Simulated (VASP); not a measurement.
These are r2SCAN meta-GGA, VASP's PBE PAW potentials (set 64) (plane waves; VASP) values and carry that method's errors.

A VASP calculation is set up with these files.

**KPOINTS**
```
Automatic mesh
0
Gamma
14 14 14
0 0 0
```

File POSCAR:
```
Pt
1.9710930
  0.0000000000   1.0000001174   0.9900001162
  0.9900001162   0.0000000000   0.9900001162
  0.9900001162   1.0000001174   0.0000000000
Pt
1
Direct
  0.0000000000   0.0000000000   0.0000000000
```

INCAR:
```
# general
SYSTEM =Pt
PREC   =Accurate
ENCUT  =480
LREAL  =F
LASPH  =T   # aspherical one-centre terms

# electronic loop
EDIFF  =1E-7   # SCF stop (eV)
NELM   =100   # most electronic steps
ALGO   =Normal
LMAXMIX=6
LMIXTAU=T

# smearing
ISMEAR =1   # Methfessel-Paxton
SIGMA  =0.1   # width (eV)

# functional
METAGGA=R2SCAN

# ions
ISIF   =2   # forces and stress, cell fixed

# output
LWAVE  =F
LCHARG =F
```

POTCAR, in this order: Pt (PBE.64 set). Program: vasp_std.

What VASP printed:

**OSZICAR**
```
       N       E                     dE             d eps       ncg     rms          rms(c)
DAV:   1    -0.118538015278E+02   -0.11854E+02   -0.54821E+03  4584   0.100E+03
DAV:   2    -0.543153833995E+02   -0.42462E+02   -0.40861E+02  4621   0.187E+02
DAV:   3    -0.547454458843E+02   -0.43006E+00   -0.41624E+00  5323   0.189E+01
DAV:   4    -0.547470029183E+02   -0.15570E-02   -0.15570E-02  4933   0.115E+00
DAV:   5    -0.547470149199E+02   -0.12002E-04   -0.12002E-04  4917   0.915E-02    0.135E+01
DAV:   6    -0.510566625659E+02    0.36904E+01   -0.35503E+00  4486   0.162E+01    0.645E+00
DAV:   7    -0.513678708643E+02   -0.31121E+00   -0.57060E-01  4420   0.443E+00    0.458E+00
DAV:   8    -0.514596178139E+02   -0.91747E-01   -0.30778E-01  4488   0.362E+00    0.991E-01
DAV:   9    -0.515002691947E+02   -0.40651E-01   -0.40909E-02  4537   0.141E+00    0.186E-01
DAV:  10    -0.515025625439E+02   -0.22933E-02   -0.43168E-03  4545   0.486E-01    0.919E-02
DAV:  11    -0.515026496698E+02   -0.87126E-04   -0.21643E-04  4624   0.155E-01    0.754E-02
DAV:  12    -0.515031421441E+02   -0.49247E-03   -0.25386E-04  4497   0.105E-01    0.233E-03
DAV:  13    -0.515031429454E+02   -0.80124E-06   -0.84028E-06  4569   0.303E-02    0.593E-03
DAV:  14    -0.515031439981E+02   -0.10527E-05   -0.13340E-06  4635   0.103E-02    0.216E-03
DAV:  15    -0.515031464938E+02   -0.24957E-05   -0.23160E-06  4508   0.113E-02    0.105E-03
DAV:  16    -0.515031466423E+02   -0.14850E-06   -0.85377E-08  3775   0.284E-03    0.568E-04
DAV:  17    -0.515031466509E+02   -0.85939E-08   -0.22588E-09  2311   0.407E-04
   1 F= -.51503147E+02 E0= -.51503187E+02  d E =0.121262E-03
```

### OUTCAR
```
------------------------ aborting loop because EDIFF is reached ----------------------------------------
  FORCE on cell =-STRESS in cart. coord.  units (eV):
  Direction    XX          YY          ZZ          XY          YZ          ZX
  --------------------------------------------------------------------------------------
  Total        0.5904682      0.4703592      0.5904682      0.0000000      0.0000000      0.0000000
  in kB       63.0209836     50.2016915     63.0209836      0.0000000      0.0000000      0.0000000
  external PRESSURE =      58.7478862 kB  Pullay stress =       0.0000000 kB
  volume of cell :       15.01
      direct lattice vectors                 reciprocal lattice vectors
     0.000000000  1.971093231  1.951382299    -0.256228623  0.253666337  0.256228623
     1.951382299  0.000000000  1.951382299     0.256228623 -0.253666337  0.256228623
     1.951382299  1.971093231  0.000000000     0.256228623  0.253666337 -0.256228623
 POSITION                                       TOTAL-FORCE (eV/Angst)
 -----------------------------------------------------------------------------------
      0.00000      0.00000      0.00000         0.000000      0.000000      0.000000
 -----------------------------------------------------------------------------------
    total drift:                                0.000000      0.000000      0.000000
  FREE ENERGIE OF THE ION-ELECTRON SYSTEM (eV)
  ---------------------------------------------------
  free  energy   TOTEN  =       -51.5031466509 eV

  energy  without entropy=      -51.5032679133  energy(sigma->0) =      -51.50318707
```
(Selected blocks of OUTCAR.)

File OUTCAR:
```
 val. band max:       11.0700653956   @ k =   0.3571  -0.2857   0.2143

 cond. band min:      11.0794126394   @ k =  -0.4286   0.2857   0.0714


 Fermi energy:        11.0785808191

 k-point     1 :       0.0000    0.0000    0.0000
  band No.  band energies     occupation
      1       0.5535      2.00000
      2       7.0775      2.00000
      3       7.1976      2.00000
      4       7.1976      2.00000
      5       9.2673      2.00000
      6       9.4100      2.00000
      7      26.5752      0.00000
      8      31.5989      0.00000
      9      31.8625      0.00000

 k-point     2 :       0.0714    0.0000    0.0000
  band No.  band energies     occupation
      1       0.7680      2.00000
      2       7.0453      2.00000
      3       7.2197      2.00000
      4       7.2822      2.00000
      5       9.2250      2.00000
      6       9.3610      2.00000
      7      26.9040      0.00000
      8      30.7304      0.00000
      9      32.0179      0.00000

 k-point     3 :       0.1429    0.0000    0.0000
  band No.  band energies     occupation
      1       1.3764      2.00000
      2       6.8470      2.00000
      3       7.3969      2.00000
      4       7.4794      2.00000
      5       9.1729      2.00000
      6       9.2847      2.00000
      7      27.7222      0.00000
      8      28.7344      0.00000
      9      32.9338      0.00000

 k-point     4 :       0.2143    0.0000    0.0000
  band No.  band energies     occupation
      1       2.2409      2.00000
      2       6.7299      2.00000
      3       7.5030      2.00000
      4       7.6056      2.00000
      5       9.3250      2.00000
      6       9.3902      2.00000
      7      26.4501      0.00000
      8      28.4258      0.00000
      9      34.2606      0.00000

 k-point     5 :       0.2857    0.0000    0.0000
  band No.  band energies     occupation
      1       3.0352      2.00000
      2       7.0851      2.00000
      3       7.4019      2.00000
...
```

Unless said otherwise, spin-orbit coupling is left out, though it shifts the bands of the heavy elements here.

The compound is Pt in the fcc structure. This cell was strained or had an atom moved on purpose.
